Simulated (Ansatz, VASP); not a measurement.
## TaTe: VASP beside Ansatz

```xyz
2
Lattice="3.4201 0.0000 0.0000 0.0000 3.4201 0.0000 0.0000 0.0000 3.4201" Properties=species:S:1:pos:R:3 pbc="T T T"
Ta    1.7100    1.7100    1.7100
Te    0.0000    0.0000    0.0000
```

The cell was built by a generator and needn't be a form met in nature.

Alike in both runs: task single point; functional PBE; k mesh 8 × 8 × 8; occupations fermi-dirac, width 0.05 eV; no spin polarisation.

|  | VASP | Ansatz |
| --- | --- | --- |
| version | VASP 6.6.1 | Ansatz 0.2.0 |
| potentials or method | VASP PAW PBE potentials, release 64 (Ta_pv, Te) | Ansatz PAW |
| plane-wave cutoff (eV) | 520 | 420 |
| valence electrons in the cell | 17 | 29 |

```csv
,VASP,Ansatz,Ansatz less VASP
gap on the k mesh at the Fermi level (eV),none,none,-
pressure (GPa),0.1,0.1,-0.03
```

A gap of «none» marks a metal or a gap that the smearing closes. The two sets of potentials don't hold the same shells in valence.

The runs have no spin-orbit coupling, so splittings on Ta, Te are missing.
